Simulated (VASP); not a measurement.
Data:

```
InSb
1.0
    0.00000     3.32563     3.32563
    3.32563     0.00000     3.32563
    3.32563     3.32563     0.00000
In Sb
1 1
Direct
  0.00000   0.00000   0.00000
  0.25000   0.25000   0.25000
```

Method: rev-vdW-DF2, VASP's PBE PAW potentials (set 64) (plane waves; VASP). Run with 520 eV cut-off, 10×10×10 Γ-centred mesh, first-order Methfessel-Paxton smearing of 0.10 eV, potentials In_d Sb.

Task: Give the stress tensor in GPa (positive for a compressed cell).

Result: 
```
-1.06   0.00   0.00
 0.00  -1.06   0.00
 0.00   0.00  -1.06
```
The pressure is its mean diagonal, -1.06 GPa.

The compound is InSb in the zinc blende structure. This cell is one point of a volume scan, at 1.03 of the reference volume.
